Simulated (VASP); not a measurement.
Input:

```
CELL_PARAMETERS angstrom
      3.57000     0.00000     0.00000
      0.00000     3.57000     0.00000
      0.00000     0.00000     3.57000
ATOMIC_POSITIONS crystal
  Al 0.00000 0.00000 0.00000
  Ni 0.00000 0.50000 0.50000
  Ni 0.50000 0.00000 0.50000
  Ni 0.50000 0.50000 0.00000
```
Starting moments (μB, in the order of the record's atoms Al Ni Ni Ni): 0.0 0.5 0.5 0.5.

Method: PBE GGA, VASP's PBE PAW potentials (set 64) (plane waves; VASP 6.6.1). Numerical set-up: 400 eV cut-off, 7×7×7 Γ-centred mesh, first-order Methfessel-Paxton smearing of 0.10 eV, potentials Al Ni.

Task: What does the run give for the cell moment, energy per atom (σ→0), band gap (on the k-mesh) with the smallest direct gap where there is one?

Result: 
```json
{
 "band gap (on the k-mesh)": "none (metal, semimetal or under 0.01 eV)",
 "cell_moment": "0.79 μB",
 "energy per atom (σ→0)": "-5.475 eV/atom"
}
```

Task: Give the moment on each site (PAW-sphere projection).

Result: 
```json
[
 {"site": "Al1", "moment (μB)": "-0.01"},
 {"site": "Ni2", "moment (μB)": "0.28"},
 {"site": "Ni3", "moment (μB)": "0.28"},
 {"site": "Ni4", "moment (μB)": "0.28"}
]
```

The compound is Ni3Al in the L1_2 structure. The cell was not relaxed at this level.
